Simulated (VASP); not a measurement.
# NGeClH4 in VASP: settings compared

One molecule, NGeClH4, is run at these levels: PBE, PBE+TS, r2SCAN+D3(BJ); tasks: single point, atomic charges, electron localisation function.

Program: VASP 6.6.1. These are calculated values, not measurements. Logs are shortened: lines on timing, memory, paths and dates and some standing lists are left out, and cuts for length are marked.

## (1) The structure

The cell holds a molecule in a box, 7 atoms: a = 13.000 Å, b = 12.000 Å, c = 13.000 Å, α = 90.00°, β = 90.00°, γ = 90.00°.

## (2) Single point, PBE (atoms moved at random, drawn with an rms of 0.05 Å)

Contents of INCAR:

```
SYSTEM = GeH4NCl
ALGO = Normal
EDIFF = 1E-6
ENCUT = 520
GGA = PE
ISIF = 2
ISMEAR = 0
LASPH = .TRUE.
LCHARG = .FALSE.
LREAL = .FALSE.
LWAVE = .FALSE.
NBANDS = 24
NELM = 60
PREC = Accurate
SIGMA = 0.01
```

Contents of KPOINTS:

```
k-points
0
G
  1 1 1
  0 0 0
```

Contents of POSCAR:

```
GeH4NCl
1.0
   13.0000000000      0.0000000000      0.0000000000
    0.0000000000     12.0000000000      0.0000000000
    0.0000000000      0.0000000000     13.0000000000
N Ge Cl H
1 1 1 4
Direct
    0.4306820000      0.5935040000      0.4471910000
    0.5386210000      0.5492350000      0.5290680000
    0.5289960000      0.3832290000      0.5825100000
    0.3628960000      0.5964550000      0.4814770000
    0.4283980000      0.5588010000      0.3772810000
    0.5364280000      0.6287060000      0.6256550000
    0.6384510000      0.5573750000      0.4683040000
```

Potentials or basis: VASP PAW PBE potentials, release 64 (N, Ge_d, Cl, H).

Launch:

```
cat potpaw_PBE.64/N/POTCAR potpaw_PBE.64/Ge_d/POTCAR potpaw_PBE.64/Cl/POTCAR potpaw_PBE.64/H/POTCAR > POTCAR
mpirun -np 1 vasp_gam > vasp.out
```

OUTCAR:

```text
SYSTEM = GeH4NCl
   EDIFF = 1E-6
   ENCUT = 520
   GGA = PE
   ISIF = 2
   ISMEAR = 0
   LASPH = .TRUE.
   LREAL = .FALSE.
   NELM = 60
   PREC = Accurate

 ion  position               nearest neighbor table
   1  0.431  0.594  0.447-   4 0.99   5 1.00   2 1.84
   2  0.539  0.549  0.529-   7 1.52   6 1.58   1 1.84   3 2.11
   3  0.529  0.383  0.583-   2 2.11
   4  0.363  0.596  0.481-   1 0.99
   5  0.428  0.559  0.377-   1 1.00
   6  0.536  0.629  0.626-   2 1.58
   7  0.638  0.557  0.468-   2 1.52

  LATTYP: Found a simple tetragonal cell.
 ALAT       =    13.0000000000
 C/A-ratio  =     0.9230769231

  Lattice vectors:

 A1 = ( -13.0000000000,   0.0000000000,   0.0000000000)
 A2 = (   0.0000000000,   0.0000000000,  13.0000000000)
 A3 = (   0.0000000000,  12.0000000000,   0.0000000000)

Analysis of symmetry for initial positions (statically):
=====================================================================
 Subroutine PRICEL returns:
 Original cell was already a primitive cell.

 Routine SETGRP: Setting up the symmetry group for a
 simple tetragonal supercell.

 Subroutine GETGRP returns: Found  1 space group operations
 (whereof  1 operations were pure point group operations)
 out of a pool of 16 trial point group operations.

The static configuration has the point symmetry C_1 .

Analysis of symmetry for dynamics (positions and initial velocities):
=====================================================================
 Subroutine PRICEL returns:
 Original cell was already a primitive cell.

 Routine SETGRP: Setting up the symmetry group for a
 simple tetragonal supercell.

 Subroutine GETGRP returns: Found  1 space group operations
 (whereof  1 operations were pure point group operations)
 out of a pool of 16 trial point group operations.

The dynamic configuration has the point symmetry C_1 .

 Subroutine INISYM returns: Found  1 space group operations
 (whereof  1 operations are pure point group operations),
 and found     1 'primitive' translations

----------------------------------------------------------------------------------------

                                     Primitive cell

  volume of cell :    2028.0000

  direct lattice vectors                    reciprocal lattice vectors
    13.000000000  0.000000000  0.000000000     0.076923077  0.000000000  0.000000000
     0.000000000 12.000000000  0.000000000     0.000000000  0.083333333  0.000000000
     0.000000000  0.000000000 13.000000000     0.000000000  0.000000000  0.076923077

  length of vectors
    13.000000000 12.000000000 13.000000000     0.076923077  0.083333333  0.076923077

  position of ions in fractional coordinates (direct lattice)
     0.430682000  0.593504000  0.447191000
     0.538621000  0.549235000  0.529068000
     0.528996000  0.383229000  0.582510000
     0.362896000  0.596455000  0.481477000
     0.428398000  0.558801000  0.377281000
     0.536428000  0.628706000  0.625655000
     0.638451000  0.557375000  0.468304000

  ion indices of the primitive-cell ions
   primitive index   ion index
                 1           1
                 2           2
                 3           3
                 4           4
                 5           5
                 6           6
                 7           7

----------------------------------------------------------------------------------------

 KPOINTS: k-points

Automatic generation of k-mesh.
 Grid dimensions read from file:
 generate k-points for:    1    1    1

 Generating k-lattice:

  Cartesian coordinates                     Fractional coordinates (reciprocal lattice)
     0.076923077  0.000000000  0.000000000     1.000000000  0.000000000  0.000000000
     0.000000000  0.083333333  0.000000000     0.000000000  1.000000000  0.000000000
     0.000000000  0.000000000  0.076923077     0.000000000  0.000000000  1.000000000

  Length of vectors
     0.076923077  0.083333333  0.076923077

  Shift w.r.t. Gamma in fractional coordinates (k-lattice)
     0.000000000  0.000000000  0.000000000

 Subroutine IBZKPT returns following result:
 ===========================================

 Found      1 irreducible k-points:

 Following reciprocal coordinates:
            Coordinates               Weight
  0.000000  0.000000  0.000000      1.000000
   k-points           NKPTS =      1   k-points in BZ     NKDIM =      1   number of bands    NBANDS=     24
   number of dos      NEDOS =    301   number of ions     NIONS =      7
   total plane-waves  NPLWV = 864360
   dimension x,y,z NGX =    98 NGY =   90 NGZ =   98
   dimension x,y,z NGXF=   196 NGYF=  180 NGZF=  196
   ions per type =               1   1   1   4
   NGX,Y,Z   is equivalent  to a cutoff of  12.53, 12.47, 12.53 a.u.
   NGXF,Y,Z  is equivalent  to a cutoff of  25.06, 24.94, 25.06 a.u.
 SYSTEM =  GeH4NCl
   PREC   = accura    normal or accurate (medium, high low for compatibility)
   ISTART =      0    job   : 0-new  1-cont  2-samecut
   ICHARG =      2    charge: 1-file 2-atom 10-const
   ISPIN  =      1    spin polarized calculation?
   LNONCOLLINEAR =      F non collinear calculations
   LSORBIT =      F    spin-orbit coupling
   LASPH  =      T    aspherical Exc in radial PAW
   ENCUT  =  520.0 eV  38.22 Ry    6.18 a.u.  24.17 22.31 24.17*2*pi/ulx,y,z
   NELM   =     60;   NELMIN=  2; NELMDL= -5     # of ELM steps
   EDIFF  = 0.1E-05   stopping-criterion for ELM
   LREAL  =      F    real-space projection
   EDIFFG = 0.1E-04   stopping-criterion for IOM
   NSW    =      0    number of steps for IOM
   IBRION =     -1    ionic relax: 0-MD 1-quasi-New 2-CG
   NFREE  =      0    steps in history (QN), initial steepest desc. (CG)
   ISIF   =      2    stress and relaxation
   ISYM   =      2    0-nonsym 1-usesym 2-fastsym
   POTIM  = 0.5000    time-step for ionic-motion
   TEBEG  =    0.0;   TEEND  =   0.0 temperature during run
   PSTRESS=    0.0 pullay stress
   NELECT =      30.0000    total number of electrons
   NUPDOWN=      -1.0000    fix difference up-down
   EMIN   =  10.00;   EMAX   =-10.00  energy-range for DOS
   EFERMI =   0.00;   METHOD = LEGACY
   ISMEAR =     0;   SIGMA  =   0.01  broadening in eV -4-tet -1-fermi 0-gaus
   EFERMI_NEDOS =   21; number of points for ismear=-14 and -15
   IALGO  =     38    algorithm
   IMIX   =      4    mixing-type and parameters
     AMIX     =   0.40;   BMIX     =  1.00
     AMIX_MAG =   1.60;   BMIX_MAG =  1.00
  volume/ion in A,a.u.               =     289.71      1955.09
  Fermi-wavevector in a.u.,A,eV,Ry     =   0.401876  0.759436  2.197405  0.161505
  Thomas-Fermi vector in A             =   1.351762
   LORBIT       =      0    0 simple, 1 ext, 2 COOP (PROOUT), +10 PAW based schemes
   GGA     = PE    functional components
   LHFCALC =     F    Hartree Fock is set to
   AEXX    =    0.0000 exact exchange contribution
   IVDW    =     0    specifies the selected vdW correction
   LEPSILON=     F    determine dielectric tensor
   LRPA    =     F    only Hartree local field effects (RPA)
 non-spin polarized calculation
 Gauss-broadening in eV      SIGMA  =   0.01
  energy-cutoff  :      520.00
  volume of cell :     2028.00
 maximum number of plane-waves:     27285
 NGX is ok and might be reduce to    98
   NGX = 49   NGY = 45   NGZ = 49

 number of electron      29.9999998 magnetization

 Free energy of the ion-electron system (eV)
  ---------------------------------------------------
  ext. energy  EPLUGINS =         0.00000000
  ---------------------------------------------------
  free energy    TOTEN  =       -29.82790040 eV

  energy without entropy =      -29.82790040  energy(sigma->0) =      -29.82790040

 E-fermi :  -6.0982     XC(G=0):  -0.7343

 val. band max:       -6.1561724881   @ k =   0.0000   0.0000   0.0000
 cond. band min:      -0.7722449187   @ k =   0.0000   0.0000   0.0000
 fundamental gap:      5.3839275694
 Fermi energy:        -6.0981533379

 k-point     1 :       0.0000    0.0000    0.0000
  band No.  band energies     occupation
      1     -29.2753      2.00000
      2     -29.2302      2.00000
      3     -29.1833      2.00000
      4     -29.1176      2.00000
      5     -29.1113      2.00000
      6     -21.1045      2.00000
      7     -20.0315      2.00000
      8     -13.7701      2.00000
      9     -12.2137      2.00000
     10      -9.6700      2.00000
     11      -8.9971      2.00000
     12      -8.7612      2.00000
     13      -7.4074      2.00000
     14      -7.0902      2.00000
     15      -6.1562      2.00000
     16      -0.7722      0.00000
     17      -0.6739      0.00000
     18      -0.0740      0.00000
     19       0.3164      0.00000
     20       0.5066      0.00000
     21       0.6457      0.00000
     22       0.8153      0.00000
     23       0.8548      0.00000
     24       1.0249      0.00000

------------------------ aborting loop because EDIFF is reached ----------------------------------------

  FORCE on cell =-STRESS in cart. coord.  units (eV):
  Direction    XX          YY          ZZ          XY          YZ          ZX
  --------------------------------------------------------------------------------------
  -------------------------------------------------------------------------------------
  Total        0.8677098      1.8055609      0.4544518      0.3695583     -0.9519453     -0.6657626
  in kB        0.6855152      1.4264442      0.3590298      0.2919615     -0.7520637     -0.5259712
  external PRESSURE =       0.8236631 kB  Pullay stress =       0.0000000 kB

 VOLUME and BASIS-vectors are now :
 -----------------------------------------------------------------------------
  energy-cutoff  :      520.00
  volume of cell :     2028.00
      direct lattice vectors                 reciprocal lattice vectors
    13.000000000  0.000000000  0.000000000     0.076923077  0.000000000  0.000000000
     0.000000000 12.000000000  0.000000000     0.000000000  0.083333333  0.000000000
     0.000000000  0.000000000 13.000000000     0.000000000  0.000000000  0.076923077

 POSITION                                       TOTAL-FORCE (eV/Angst)
 -----------------------------------------------------------------------------------
      5.59887      7.12205      5.81348         1.635639      0.289217      0.201908
      7.00207      6.59082      6.87788        -0.169852      1.699245      0.164224
      6.87695      4.59875      7.57263        -0.104082     -1.130270      0.401721
      4.71765      7.15746      6.25920        -1.219580     -0.052929      0.441197
      5.56917      6.70561      4.90465        -0.232337     -0.347253     -0.603648
      6.97356      7.54447      8.13352         0.003548     -0.459969     -0.450928
      8.29986      6.68850      6.08795         0.086664      0.001958     -0.154475
 -----------------------------------------------------------------------------------
    total drift:                               -0.000113     -0.002736     -0.001176

  FREE ENERGIE OF THE ION-ELECTRON SYSTEM (eV)
  ---------------------------------------------------
  free  energy   TOTEN  =       -29.8279004048 eV

  energy  without entropy=      -29.8279004048  energy(sigma->0) =      -29.82790040
```

Wall time 1.7 min (1 thread of Intel Xeon 6975P-C (Granite Rapids), shared host); peak memory 1.4 GiB.

What came out:

* Free energy: -29.8279 eV
* Largest force: 1.716 eV/Å
* Gap between the frontier levels: 5.38 eV

Forces on the atoms (eV/Å):
```
N    1.636  0.289  0.202
Ge  -0.170  1.699  0.164
Cl  -0.104 -1.130  0.402
H   -1.220 -0.053  0.441
H   -0.232 -0.347 -0.604
H    0.004 -0.460 -0.451
H    0.087  0.002 -0.154
```

## (3) Atomic charges, PBE+TS

Contents of INCAR:

```
SYSTEM = GeH4NCl
ALGO = Normal
EDIFF = 1E-7
ENCUT = 520
GGA = PE
ISIF = 2
ISMEAR = 0
IVDW = 2
LASPH = .TRUE.
LCHARG = .FALSE.
LORBIT = 11
LREAL = .FALSE.
LWAVE = .FALSE.
NELM = 60
PREC = Accurate
SIGMA = 0.01
```

KPOINTS is that of step 2.

Contents of POSCAR:

```
GeH4NCl
1.0
   13.0000000000      0.0000000000      0.0000000000
    0.0000000000     12.0000000000      0.0000000000
    0.0000000000      0.0000000000     13.0000000000
N Ge Cl H
1 1 1 4
Direct
    0.4331115400      0.5942791700      0.4462730800
    0.5387115400      0.5515958300      0.5290346200
    0.5244500000      0.3801041700      0.5814423100
    0.3632653800      0.5952208300      0.4803576900
    0.4280346200      0.5525458300      0.3789653800
    0.5371269200      0.6233958300      0.6262653800
    0.6387346200      0.5564291700      0.4672038500
```

Potentials or basis: VASP PAW PBE potentials, release 64 (N, Ge_d, Cl, H).

Launch:

```
cat potpaw_PBE.64/N/POTCAR potpaw_PBE.64/Ge_d/POTCAR potpaw_PBE.64/Cl/POTCAR potpaw_PBE.64/H/POTCAR > POTCAR
mpirun -np 1 vasp_gam > vasp.out
```

Wall time 1.9 min (1 thread of Intel Xeon 6975P-C (Granite Rapids), shared host); peak memory 1.5 GiB.

It converged, with:

| Item | Value |
| --- | --- |
| Free energy | -29.9618 eV |
| Largest force | 0.349 eV/Å |
| Gap between the frontier levels | 5.46 eV |
| Valence electrons inside the program's atomic spheres | N 3.92; Ge 12.62; Cl 5.13; H 0.73, 0.56 |
| Hirshfeld charges | N -0.29; Ge +0.37; Cl -0.20; H +0.11, -0.05 e |
| Dispersion energy per atom | -0.005 eV |

Forces in eV/Å, atoms in the order of the input:
```
N    0.112  0.289 -0.039
Ge   0.216  0.187  0.070
Cl  -0.018 -0.328  0.116
H   -0.296  0.000  0.161
H   -0.010 -0.178 -0.291
H   -0.014  0.022  0.010
H    0.010  0.008 -0.028
```

Levels at points of the mesh, in eV from the valence-band top:
| k point | band 13 | band 14 | band 15 | band 16 | band 17 | band 18 |
| --- | --- | --- | --- | --- | --- | --- |
| (0.00, 0.00, 0.00) | -0.99 | -0.71 | 0.00 | 5.46 | 5.57 | 6.14 |

## (4) Electron localisation function, PBE

Contents of INCAR:

```
SYSTEM = GeH4NCl
PREC     = Accurate       ! precision mode
ENCUT    = 520            ! plane-wave cutoff, eV
EDIFF    = 1E-7           ! SCF threshold, eV
ISMEAR   = 0              ! smearing method
SIGMA    = 0.01           ! smearing width, eV
LREAL    = .FALSE.        ! projectors in reciprocal space
LASPH    = .TRUE.         ! aspherical terms in the spheres
NELM     = 60             ! most SCF steps
ALGO     = Normal         ! electronic algorithm
ISIF     = 2              ! what is computed and relaxed
LWAVE    = .FALSE.        ! write WAVECAR
LCHARG   = .TRUE.         ! write CHGCAR
GGA      = PE             ! functional
LELF     = .TRUE.         ! ELF
```

Contents of KPOINTS:

```
Automatic mesh
0
G
  1 1 1
  0 0 0
```

POSCAR is that of step 3.

Launch:

```
cat potpaw_PBE.64/N/POTCAR potpaw_PBE.64/Ge_d/POTCAR potpaw_PBE.64/Cl/POTCAR potpaw_PBE.64/H/POTCAR > POTCAR
mpirun -np 1 vasp_gam > vasp.out
```

Wall time 1.8 min (1 thread of Intel Xeon 6975P-C (Granite Rapids), shared host); peak memory 1.5 GiB.

It converged, with:

```yaml
Free_energy: -29.9277 eV
Largest_force: 0.344 eV/Å
Gap_between_the_frontier_levels: 5.46 eV
```

Forces on the atoms (eV/Å):
```
N    0.127  0.279 -0.026
Ge   0.214  0.187  0.069
Cl  -0.013 -0.310  0.113
H   -0.301  0.003  0.158
H   -0.014 -0.175 -0.296
H   -0.013  0.011  0.001
H    0.000  0.004 -0.019
```

Levels at points of the mesh, in eV from the valence-band top:
```
           k point  band 11  band 12  band 13  band 14  band 15  band 16  band 17  band 18  band 19
(0.00, 0.00, 0.00)    -2.59    -2.53    -0.99    -0.71     0.00     5.46     5.57     6.14     6.57
```

[end of part 1 of 2]
